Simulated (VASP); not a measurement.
Calculation: PBEsol GGA, VASP's PBE PAW potentials (set 64) (plane waves; VASP).

Input for VASP

KPOINTS:
```
Automatic mesh
0
Gamma
8 8 8
0 0 0
```

INCAR:
```
SYSTEM=MgS
PREC=Accurate; ENCUT=400; LREAL=.FALSE.
LASPH=.TRUE.
EDIFF=1E-6; NELM=100; ALGO=Normal
ISMEAR=0; SIGMA=0.05
GGA=PS
IBRION=2; NSW=60; ISIF=3
EDIFFG=-0.01
LWAVE=.FALSE.; LCHARG=.FALSE.
```

POSCAR:
```
MgS
1.0
  0.0000000000   2.6000000000   2.6000000000
  2.6000000000   0.0000000000   2.6000000000
  2.6000000000   2.6000000000   0.0000000000
Mg S
1 1
Cart
  0.0000000000   0.0000000000   0.0000000000
  2.6000000000   2.6000000000   2.6000000000
```

POTCAR, in this order: Mg S (PBE.64 set). Program: vasp_std.

Q: What does the run give for the energy per atom (σ→0), volume per atom, band gap (on the k-mesh)?

A: 
```json
{
  "energy per atom (σ→0)": "-4.537 eV/atom",
  "band gap (on the k-mesh)": "2.73 eV",
  "volume_per_atom": "17.36 Å³/atom"
}
```

OSZICAR:
```
...
DAV:   6    -0.907452401034E+01    0.86009E-06   -0.21957E-07   304   0.420E-03
   2 F= -.90745240E+01 E0= -.90745240E+01  d E =-.128654E-02
       N       E                     dE             d eps       ncg     rms          rms(c)
DAV:   1    -0.907482830682E+01   -0.30344E-03   -0.48068E-03   528   0.451E-01    0.114E-01
DAV:   2    -0.907461734627E+01    0.21096E-03   -0.61621E-04   488   0.133E-01    0.359E-02
DAV:   3    -0.907459518645E+01    0.22160E-04   -0.12503E-04   528   0.626E-02    0.238E-02
DAV:   4    -0.907459473296E+01    0.45348E-06   -0.88226E-07   408   0.838E-03
   3 F= -.90745947E+01 E0= -.90745947E+01  d E =-.135726E-02
```

The compound is MgS in the rock salt structure. This run relaxes it. Symmetry was kept, so distortions that lower it aren't found.
